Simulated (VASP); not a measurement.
ZnS (relaxed from the NiAs type structure, space group P6_3/mmc): computed properties

Computed with r2SCAN meta-GGA, VASP's PBE PAW potentials (set 64) (plane waves; VASP).

| Property | Result |
|---|---|
| space group | P6_3/mmc (194) |
| cell | a = b = 3.5872 Å, c = 5.8792 Å, α = β = 90.00°, γ = 120.00° |
| volume per atom | 16.38 Å³/atom |
| band gap (over mesh and band path) | 0.81 eV |
| smallest direct gap (over mesh and band path) | 2.39 eV |
| band-edge character | indirect, Γ-M at 0.40 to K |
| density | 4.94 g/cm³ |

Space group P6₃/mmc (No. 194); a = b = 3.587 Å, c = 5.879 Å, α = β = 90.00°, γ = 120.00°

```csv
atom,site,symmetry,x,y,z
Zn,2a,-3m.,0.0000,0.0000,0.0000
S,2c,-6m2,0.3333,0.6667,0.2500
```

The path is coarsely sampled, so an indirect gap can come out somewhat too large.

The structure was generated: ZnS was put into the NiAs type type (P6_3/mmc), which need not be its known phase. It was relaxed first, which changed the volume by +15 %. Symmetry was kept, so distortions that lower it aren't found.
